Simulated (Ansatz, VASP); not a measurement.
## Cross-check of HgTe (Coloradoite) between VASP and Ansatz

Wanted: the spread between two codes on one cell, functional and k mesh. The cell is taken from a series of runs on this material, whose earlier steps may have relaxed, scaled, displaced or heated it; both programs get it as it stands.

Calculated with Ansatz 0.2.0; plane waves, with VASP 6.6.1 beside it; zone-centre phonons at PBEsol.

## 1. Starting point

Symmetry: F-43m, No. 216, cubic system. The conventional cell has a = 6.429 Å, b = 6.429 Å, c = 6.429 Å, α = 90.00°, β = 90.00°, γ = 90.00°. Nearest to Hg lie 4 Te at 2.78 Å. Te has 4 Hg at 2.78 Å nearest. Farther neighbours and most contacts between anions are not listed.

Coordinates:

```cif
data_structure
_symmetry_space_group_name_H-M 'P 1'
_symmetry_Int_Tables_number 1
_cell_length_a 4.5460
_cell_length_b 4.5460
_cell_length_c 4.5460
_cell_angle_alpha 60.000
_cell_angle_beta 60.000
_cell_angle_gamma 60.000
_cell_volume 66.43
loop_
_atom_site_label
_atom_site_type_symbol
_atom_site_fract_x
_atom_site_fract_y
_atom_site_fract_z
_atom_site_occupancy
Hg1 Hg 0.00000 0.00000 0.00000 1
Te2 Te 0.25000 0.25000 0.25000 1
```

## 2. Ansatz: zone-centre phonons, PBEsol

Ansatz runs on its default PAW (the set named soft_2) files.

Second derivatives magnify differences that forces hide, and they need a tight electronic threshold.

The input, input.yaml:

```yaml
crystal:
  lattice:
    - [0.0, 3.2145, 3.2145]
    - [3.2145, 0.0, 3.2145]
    - [3.2145, 3.2145, 0.0]
  atoms:
    - { symbol: Hg, position: [0.0, 0.0, 0.0] }
    - { symbol: Te, position: [0.25, 0.25, 0.25] }
kpoints:
  mp_grid: { grid: [14, 14, 14] }
hamiltonian:
  xc: pbesol
scf:
  occupations: { method: methfessel_paxton, width: 0.2 }
output:
  eigenvalues: true
phonons:
  method: dfpt
```

On the command line:

```console
> ansatz run input.yaml --threads 8 --pin off --max-ram 14336MiB --backend cpu --events-out ev --progress --plain --runs-dir out
```

Numbers of over 12 decimals in the logs are rounded to 6 here.

What it wrote:

```text
zone centre: on kpoints.mp_grid the ground state, and the responses unless they are solved on pairs of k-points, stand on 244 of the mesh's 2744 k-points, reduced under 8 symmetry operations, with k and −k counted as one. Each operation leaves every solved displacement unchanged or reverses it
Engine: ansatz 0.2.0, x86_64-unknown-linux-gnu
Pseudopotentials: kind: paw
Pseudopotential: Hg, paw, valence charge 20, recommended cutoff 420 eV (normal), Hg.paw.azcp
Pseudopotential: Te, paw, valence charge 16, recommended cutoff 420 eV (normal), Te.paw.azcp
Functional definition: PBEsol
  exchange = pbesol_x
  correlation = pbesol_c
Crystal: 2 atoms, lattice volume = 66.431 Å³
Basis set: ecut = 420 eV, 1291 PW (Γ), exchange–correlation on 64×64×64 points (8 copies of the dense FFT grid, shifted against one another)
Bands: 22, of which v1, the nominal top of the filled ones, is band 18 counted from 1 (17 counted from 0)
Symmetry: 24 space group operations
k-points: 244 of 2744 (irreducible under 8 space group operations, time reversal used)
Non-local potential: Hg, projectors of the file, l = 0: 3, l = 1: 2, l = 2: 2, l = 3: 1
Non-local potential: Te, projectors of the file, l = 0: 2, l = 1: 2, l = 2: 2, l = 3: 2
PAW form: soft (Blöchl's): semilocal exchange-correlation on the pseudo side does not see the compensation charge
PAW frozen core: Hg, regenerated for the run's functional, and the local potential with it (the file was generated under x = pbe(κ = 0.804, μ = 0.219515), c = pbe(β = 0.066725))
PAW frozen core: Te, regenerated for the run's functional, and the local potential with it (the file was generated under x = pbe(κ = 0.804, μ = 0.219515), c = pbe(β = 0.066725))
PAW one-centre angular grid: Hg, 590 points (default); XC on 64 Gauss nodes
PAW one-centre angular grid: Te, 590 points (default); XC on 64 Gauss nodes
Initial density: superposition of atomic densities (neutral atoms: chi_scale 0, normalization atom), corrected by the library's trained network
Initial wavefunctions: pseudopotential atomic-orbital guess
Functional: x = pbesol(κ = 0.804, μ = 0.123457), c = pbesol(β = 0.046)
SCF iter   1: F=—  HF=-20569.804285 eV  |F-HF|=—  |Δ(HF+E_count)|=         —  Δρ=2.76e-3  dr2=7.92e-3  ethr=1.77e-3  ⟨swp⟩=5.7  Hψ=24162  notcnv=0
preconditioner: auto → none  [insulator: Δε(μ)=0.347 eV  Ē_g=10.613 eV  σ=0.200 eV  W_gap=0.73  n_scr=14 (ndim 8)  ℏωp=19.3 eV  f_vac=0.179  D(μ)=0.04/eV (n_scr^D=0)  ε∞_Penn≈4.3]
SCF iter   2: F=—  HF=-20569.801957 eV  |F-HF|=—  |Δ(HF+E_count)|=   2.33e-3  S|Δr|=    0.00e0  Δρ=8.43e-4  dr2=3.03e-4  ethr=2.20e-5  ⟨swp⟩=2.9  Hψ=11093  notcnv=0
SCF iter   3: F=—  HF=-20569.802165 eV  |F-HF|=—  |Δ(HF+E_count)|=   2.09e-4  S|Δr|=    0.00e0  Δρ=4.02e-4  dr2=6.57e-5  ethr=8.42e-7  ⟨swp⟩=2.1  Hψ=6907  notcnv=0
SCF iter   4: F=—  HF=-20569.802238 eV  |F-HF|=—  |Δ(HF+E_count)|=   7.23e-5  S|Δr|=    0.00e0  Δρ=1.63e-4  dr2=2.21e-5  ethr=1.82e-7  ⟨swp⟩=2.0  Hψ=7707  notcnv=0
SCF iter   5: F=—  HF=-20569.802233 eV  |F-HF|=—  |Δ(HF+E_count)|=   4.54e-6  S|Δr|=    0.00e0  Δρ=2.11e-5  dr2=1.81e-7  ethr=6.15e-8  ⟨swp⟩=2.0  Hψ=7321  notcnv=0
SCF iter   6: F=—  HF=-20569.802233 eV  |F-HF|=—  |Δ(HF+E_count)|=   3.00e-8  S|Δr|=    0.00e0  Δρ=4.15e-6  dr2=9.30e-9  ethr=5.02e-10  ⟨swp⟩=2.0  Hψ=7571  notcnv=0
SCF iter   7: F=—  HF=-20569.802233 eV  |F-HF|=—  |Δ(HF+E_count)|=   4.26e-9  S|Δr|=    0.00e0  Δρ=5.59e-7  dr2=1.40e-10  ethr=2.58e-11  ⟨swp⟩=2.0  Hψ=9657  notcnv=0
SCF iter   8: F=-20569.802233 eV  HF=-20569.802233 eV  |F-HF|=7.28e-12  |Δ(HF+E_count)|=  4.07e-10  S|Δr|=    0.00e0  Δρ=9.89e-8  dr2=6.81e-12  ethr=1.00e-12  ⟨swp⟩=7.5  Hψ=26805  notcnv=0
SCF 1 converged in 8 iterations: F = -20569.802233 eV  dr2 = 6.81e-12
  greatest PAW one-centre occupation: 1.000 electrons in one spin orbital (limit 2), on the Hg atom at site 0 (counted from 0), in its partial waves of l = 0
DFPT response loops at Γ: preconditioner auto → none (partly filled bands, converged f_vac=0.172); β = 0.50; Broyden in place of MSR1
SCF converged after 8 iterations
Stability not checked: this state was not tested for a lower state beside it, because cold or Methfessel-Paxton smearing, or corrected tetrahedra, fill the levels in a way that the test cannot read (fill_not_monotonic; see scf.lower_state_search)
Free energy (F): -20569.802233 eV
Harris-Foulkes:  -20569.802233 eV  (|F-HF|=7.28e-12)
Internal energy: -20569.802822 eV  (E = F + TS)
E sigma→0 (E₀):  -20569.802380 eV
Entropy (-TS):   0.000589 eV (0.294 meV/atom)
Fermi energy:    8.899322 eV
Step filling:    the computed levels leave a gap of 0.0000 eV = 0.0 smearing widths at the electron count; against every level under it full and every level over it empty, smearing changes F+E_penalty+E_count by +0.191 meV and its σ→0 estimate by +0.044 meV
--- Per-component energies (eV) ---
  E_band       = -769.239476
  E_kinetic    = 785.072134
  E_local      = -4773.116078  (includes V_loc(G=0)·N_el)
  E_nonlocal   = -231.732365
  E_hartree    = 2319.942444
  E_xc         = -342.377593
  E_vxc        = -365.978704  (∫ρ·V_xc dr)
  E_paw        = -14385.237936  (= ΣΔE_a)
  E_vpaw       = -823.369853  (= ΣTr[D̂ρ^β])
  E_aug_tail   = 0.000716  (compensation charges beyond the density's cutoff)
  E_ewald      = -3943.057611
  E_core_change = 0.703466  (= ΣΔE_core)
  E_smearing   = 0.000589  (= −TS)
  E_closure    = 0.000000  (closes the sum)
  Σ components = -20569.802233   (vs F -20569.802233, Δ=0.00e0)
--- Band table (eV; the first three rows and the last of 244) ---
  k-point 0: bands = [... 14 lower, 1.9704, 8.0908, 8.8516, 8.8516, 8.8516, 13.0235, 13.0235, 13.0235]
  k-point 1: bands = [... 14 lower, 1.9694, 7.5824, 8.7876, 8.7876, 9.2062, 12.9316, 13.1089, 13.1089]
  k-point 2: bands = [... 14 lower, 1.9675, 6.7462, 8.6193, 8.6193, 9.5639, 12.9574, 13.3246, 13.3246]
  k-point 243: bands = [... 14 lower, 2.6071, 3.2098, 6.0916, 6.2188, 11.9063, 13.0581, 14.4430, 15.0224]
--- Phonons (Γ-DFPT): 2 representative perturbations + reference, on 244 of 2744 k-points (Σ response iterations 6) ---
  k mesh reduced under 8 symmetry operations, with k and −k counted as one. Each operation leaves every solved displacement unchanged or reverses it
  ASR residual: 1.816e-4 → 0.000e0 eV/Å²; symmetrization residual: 7.934e-5 eV/Å²
  ASR residual per site (eV/Å²): 1.82e-4 4.37e-6
  Γ frequencies (cm⁻¹): 0.00 0.00 0.00 118.56 118.56 118.56
  non-analytic LO–TO correction: not included (Born effective charges unavailable; polar crystals: no LO–TO splitting at Γ)
```

Reading the cycles: dr2 is the Hartree energy of the density residual (eV), the measure of convergence; HF is the Harris–Foulkes estimate of the energy, which meets the free energy F at convergence.

## 3. VASP: zone-centre phonons, PBEsol

The same cell, functional, mesh and smearing now go to VASP, with its own data sets.

Lines of VASP's logs that name or quote its potential files are left out, and so is its time.

The input, INCAR:

```
SYSTEM = HgTe
PREC = Accurate
ENCUT = 500
EDIFF = 1E-08
NELM = 120
ISMEAR = 1
SIGMA = 0.2
LREAL = .FALSE.
ALGO = Normal
GGA = PS
NBANDS = 15
LORBIT = 11
LWAVE = .FALSE.
LCHARG = .FALSE.
ISIF = 2
IBRION = 8
LASPH = .TRUE.
GGA_COMPAT = .FALSE.
KPAR = 2
```

The input, POSCAR:

```
HgTe
1.0
    0.0000000000      3.2145000000      3.2145000000
    3.2145000000      0.0000000000      3.2145000000
    3.2145000000      3.2145000000      0.0000000000
Hg Te
1 1
Direct
    0.0000000000      0.0000000000      0.0000000000
    0.2500000000      0.2500000000      0.2500000000
```

The input, KPOINTS:

```
Automatic mesh
0
Gamma
14 14 14
0 0 0
```

PAW data sets: Hg and Te (PBE family, release 64).

On the command line:

```console
> mpirun -np 2 vasp_std
```

What it wrote:

```text
[banner, memory and clock lines left out]
running    2 mpi-ranks, on    1 nodes
 distrk:  each k-point on    1 cores,    2 groups
 distr:  one band on    1 cores,    1 groups

 POSCAR found type information on POSCAR HgTe
 POSCAR found :  2 types and       2 ions
|                                                                             |
|               ----> ADVICE to this user running VASP <----                  |
|                                                                             |
|     You enforced a specific xc type in the INCAR file but a different       |
|     [... a line on the potential file left out ...]
|     I HOPE YOU KNOW WHAT YOU ARE DOING!                                     |
|                                                                             |

 LDA part: xc-table for (Slater+PW92), standard interpolation
 POSCAR, INCAR and KPOINTS ok, starting setup
 FFT: planning ... GRIDC
 FFT: planning ... GRID_SOFT
 FFT: planning ... GRID
 WAVECAR not read
 entering main loop
       N       E                     dE             d eps       ncg     rms          rms(c)
DAV:   1     0.103880175773E+03    0.10388E+03   -0.79533E+03  3120   0.101E+03
DAV:   2    -0.860232714969E+00   -0.10474E+03   -0.98486E+02  3484   0.238E+02
DAV:   3    -0.456672703955E+01   -0.37065E+01   -0.36940E+01  3918   0.465E+01
DAV:   4    -0.460080580409E+01   -0.34079E-01   -0.34076E-01  4455   0.404E+00
DAV:   5    -0.460088610487E+01   -0.80301E-04   -0.80301E-04  4205   0.188E-01    0.796E+00
DAV:   6    -0.437486893827E+01    0.22602E+00   -0.47426E-01  3484   0.988E+00    0.634E+00
DAV:   7    -0.436393705776E+01    0.10932E-01   -0.10688E-01  3379   0.238E+00    0.230E+00
DAV:   8    -0.436188280809E+01    0.20542E-02   -0.11291E-02  3610   0.130E+00    0.618E-01
DAV:   9    -0.436163089966E+01    0.25191E-03   -0.73327E-04  3975   0.325E-01    0.131E-01
DAV:  10    -0.436163794871E+01   -0.70491E-05   -0.77757E-05  3886   0.847E-02    0.525E-02
DAV:  11    -0.436164507586E+01   -0.71272E-05   -0.23190E-05  3659   0.421E-02    0.343E-02
DAV:  12    -0.436164344542E+01    0.16304E-05   -0.40888E-06  3491   0.192E-02    0.160E-02
DAV:  13    -0.436164344376E+01    0.16589E-08   -0.34920E-07  4051   0.357E-03    0.979E-03
DAV:  14    -0.436164333145E+01    0.11231E-06   -0.22245E-07  3400   0.527E-03    0.106E-03
DAV:  15    -0.436164332830E+01    0.31509E-08   -0.31253E-08  3890   0.116E-03
   1 F= -.43616433E+01 E0= -.43618376E+01  d E =0.582715E-03
 Linear response reoptimize wavefunctions to high precision
DAV:   1    -0.436164334222E+01   -0.13918E-07   -0.52247E-10  2582   0.190E-04
DAV:   2    -0.436164334222E+01   -0.81855E-11   -0.82240E-11  1889   0.685E-05
 Linear response DOF=           2
 Linear response progress:
  Degree of freedom:   1/  2
       N       E                     dE             d eps       ncg     rms          rms(c)
RMM:   1    -0.379936774517E+00   -0.37994E+00   -0.15286E-01 20609   0.277E+00
RMM:   2    -0.378181813535E+00    0.17550E-02   -0.17099E-03 19633   0.295E-01    0.124E-01
RMM:   3    -0.377735851584E+00    0.44596E-03   -0.73487E-05 21424   0.530E-02    0.738E-02
RMM:   4    -0.377323453171E+00    0.41240E-03   -0.50054E-05 20876   0.407E-02    0.159E-02
RMM:   5    -0.377306168988E+00    0.17284E-04   -0.18313E-06 22274   0.886E-03    0.191E-03
RMM:   6    -0.377315469761E+00   -0.93008E-05   -0.55388E-08 22443   0.133E-03    0.502E-04
RMM:   7    -0.377315464561E+00    0.52005E-08   -0.15451E-08 21842   0.708E-04    0.116E-04
 first order change of Fermi-energy  -0.67717E-04
 force on displaced ion       1 direction 1 :  -4.150  -0.000  -0.000
 Linear response progress:
  Degree of freedom:   2/  2
       N       E                     dE             d eps       ncg     rms          rms(c)
RMM:   1    -0.469833483257E-01   -0.46983E-01    0.60999E-02 31574   0.106E+00
RMM:   2    -0.476103899753E-01   -0.62704E-03   -0.18356E-03 20058   0.279E-01    0.128E-01
RMM:   3    -0.476394213347E-01   -0.29031E-04   -0.89692E-05 20789   0.598E-02    0.783E-02
RMM:   4    -0.477460492438E-01   -0.10663E-03   -0.24723E-05 20851   0.333E-02    0.841E-03
RMM:   5    -0.477572966401E-01   -0.11247E-04   -0.46827E-07 21464   0.612E-03    0.429E-03
RMM:   6    -0.477606690000E-01   -0.33724E-05   -0.16647E-07 21150   0.200E-03    0.151E-03
RMM:   7    -0.477593299039E-01    0.13391E-05   -0.81173E-08 21382   0.665E-04    0.593E-04
RMM:   8    -0.477598056421E-01   -0.47574E-06   -0.24075E-09 21467   0.282E-04    0.101E-04
RMM:   9    -0.477598814053E-01   -0.75763E-07    0.90182E-09 20093   0.106E-04    0.226E-05
RMM:  10    -0.477599344900E-01   -0.53085E-07    0.25499E-09 22114   0.348E-05    0.118E-05
RMM:  11    -0.477599529357E-01   -0.18446E-07    0.26614E-09 22174   0.139E-05    0.222E-06
RMM:  12    -0.477599533873E-01   -0.45164E-09    0.38132E-09 17255   0.794E-06    0.240E-07
 first order change of Fermi-energy   0.23498E-03
 force on displaced ion       2 direction 1 :  -4.152   0.000   0.000
 Linear response finished
```

OUTCAR, selected parts (step 3):

```text
ion  position               nearest neighbor table
   1  0.000  0.000  0.000-   2 2.78   2 2.78   2 2.78   2 2.78
   2  0.250  0.250  0.250-   1 2.78   1 2.78   1 2.78   1 2.78

  LATTYP: Found a face centered cubic cell.
 ALAT       =     6.4290000000

 Subroutine GETGRP returns: Found 24 space group operations
 (whereof 24 operations were pure point group operations)

The static configuration has the point symmetry T_d .

 Found    104 irreducible k-points:

   k-points           NKPTS =    104   k-points in BZ     NKDIM =    104   number of bands    NBANDS=     15

   dimension x,y,z NGX =    36 NGY =   36 NGZ =   36
   dimension x,y,z NGXF=    72 NGYF=   72 NGZF=   72

   ENCUT  =  500.0 eV  36.75 Ry    6.06 a.u.   8.29  8.29  8.29*2*pi/ulx,y,z

   NELECT =      18.0000    total number of electrons

 k-points in reciprocal lattice and weights: Automatic mesh
   0.00000000  0.00000000  0.00000000       0.000
   0.07142857  0.00000000  0.00000000       0.003
   0.14285714  0.00000000  0.00000000       0.003
   0.21428571  0.00000000  0.00000000       0.003
   0.28571429  0.00000000  0.00000000       0.003
   0.35714286  0.00000000  0.00000000       0.003
   0.42857143  0.00000000  0.00000000       0.003
   0.50000000  0.00000000  0.00000000       0.001
   0.07142857  0.07142857  0.00000000       0.002
[...]
-0.28571429  0.42857143  0.21428571       0.009
  -0.28571429  0.50000000  0.21428571       0.004

 average (electrostatic) potential at core
       1 -40.1728       2 -91.1183

  Total        0.7721019      0.7721019      0.7721019      0.0000000      0.0000000     -0.0000000
  in kB       18.6215112     18.6215112     18.6215112      0.0000000      0.0000000     -0.0000000
  external PRESSURE =      18.6215112 kB  Pullay stress =       0.0000000 kB

  energy-cutoff  :      500.00
  volume of cell :       66.43
      direct lattice vectors                 reciprocal lattice vectors
     0.000000000  3.214500000  3.214500000    -0.155545186  0.155545186  0.155545186
     3.214500000  0.000000000  3.214500000     0.155545186 -0.155545186  0.155545186
     3.214500000  3.214500000  0.000000000     0.155545186  0.155545186 -0.155545186

 POSITION                                       TOTAL-FORCE (eV/Angst)
 -----------------------------------------------------------------------------------
      0.00000      0.00000      0.00000         0.000000     -0.000000      0.000000
      1.60725      1.60725      1.60725        -0.000000      0.000000     -0.000000
 -----------------------------------------------------------------------------------
    total drift:                                0.000000      0.000000     -0.000000

 Eigenvectors and eigenvalues of the dynamical matrix
 ----------------------------------------------------

   1 f  =    3.606728 THz    22.661738 2PiTHz  120.307482 cm-1    14.916220 meV
             X         Y         Z           dx          dy          dz
      0.000000  0.000000  0.000000     0.000000    0.623465    0.000000
      1.607250  1.607250  1.607250     0.000000   -0.781851    0.000000

   2 f  =    3.606728 THz    22.661738 2PiTHz  120.307482 cm-1    14.916220 meV
             X         Y         Z           dx          dy          dz
      0.000000  0.000000  0.000000    -0.623465    0.000000    0.000000
      1.607250  1.607250  1.607250     0.781851    0.000000    0.000000

   3 f  =    3.606728 THz    22.661738 2PiTHz  120.307482 cm-1    14.916220 meV
             X         Y         Z           dx          dy          dz
      0.000000  0.000000  0.000000     0.000000    0.000000   -0.623465
      1.607250  1.607250  1.607250     0.000000    0.000000    0.781851

   4 f/i=    0.000333 THz     0.002093 2PiTHz    0.011113 cm-1     0.001378 meV
             X         Y         Z           dx          dy          dz
      0.000000  0.000000  0.000000     0.781851    0.000000    0.000000
      1.607250  1.607250  1.607250     0.623465    0.000000    0.000000

   5 f/i=    0.000333 THz     0.002093 2PiTHz    0.011113 cm-1     0.001378 meV
             X         Y         Z           dx          dy          dz
      0.000000  0.000000  0.000000     0.000000   -0.781851    0.000000
      1.607250  1.607250  1.607250     0.000000   -0.623465    0.000000

   6 f/i=    0.000333 THz     0.002093 2PiTHz    0.011113 cm-1     0.001378 meV
             X         Y         Z           dx          dy          dz
      0.000000  0.000000  0.000000     0.000000    0.000000    0.781851
      1.607250  1.607250  1.607250     0.000000    0.000000    0.623465

 ELASTIC MODULI CONTR FROM IONIC RELAXATION (kBar)
 Direction    XX          YY          ZZ          XY          YZ          ZX
 --------------------------------------------------------------------------------
 XX          -0.0000     -0.0000     -0.0000      0.0000      0.0000     -0.0000
 YY          -0.0000     -0.0000     -0.0000      0.0000      0.0000      0.0000
 ZZ          -0.0000     -0.0000     -0.0000      0.0000      0.0000     -0.0000
 XY           0.0000      0.0000      0.0000   -223.4881      0.0000      0.0000
 YZ           0.0000      0.0000      0.0000     -0.0000   -223.4881     -0.0000
 ZX          -0.0000      0.0000     -0.0000      0.0000     -0.0000   -223.4881
 --------------------------------------------------------------------------------
```

## 4. Comparison

Known differences besides the potentials themselves: the data sets hold 36 valence electrons in Ansatz (on its default PAW (the set named soft_2) files) and 18 in VASP; the cutoff is 420 eV in Ansatz and 500 eV in VASP; Ansatz makes its cores anew for this functional, VASP keeps those of its PBE data sets. Total energies have different zeros and are not compared.

Both answers:

```tsv
quantity	Ansatz	VASP	difference
optical mode 1 to 3 (cm⁻¹)	118.6	120.3	-1.45 %
```

Modes are paired by rising frequency, not by their patterns, so a pair may set unlike modes beside each other; they are those without the splitting of longitudinal modes.

## 5. Results

```json
{
 "r.m.s. difference of the optical zone-centre modes, each program's sorted by frequency (zone-centre phonons, PBEsol)": "1.7 cm⁻¹",
 "difference in optical mode 1 to 3 (zone-centre phonons, PBEsol)": "-1.5 %"
}
```

In words: The r.m.s. difference of the optical zone-centre modes, each program's sorted by frequency is 1.7 cm⁻¹ (zone-centre phonons, PBEsol). The data sets hold unlike numbers of valence electrons (36 in Ansatz and 18 in VASP), so part of the differences comes from the potentials. Among the rows given in per cent, the largest difference of the zone-centre phonons, PBEsol pair is in optical mode 1 to 3, -1.5 %. Such differences can come from data sets, numerical settings and the points named under the comparisons, not from the functional's error against experiment.

[Lines on the potential files, build, host, timing and source positions are cut from VASP's logs without a mark.]

[Logs are printed without paths, hosts, clocks, repeated set-up lines and the standing remarks that a program may print on its own settings, such as how far it seeks lower states.]

[Hosts, paths, dates, database ids (printed as entryN), source tags and the programs' standing remarks are cut or masked in the printed files.]
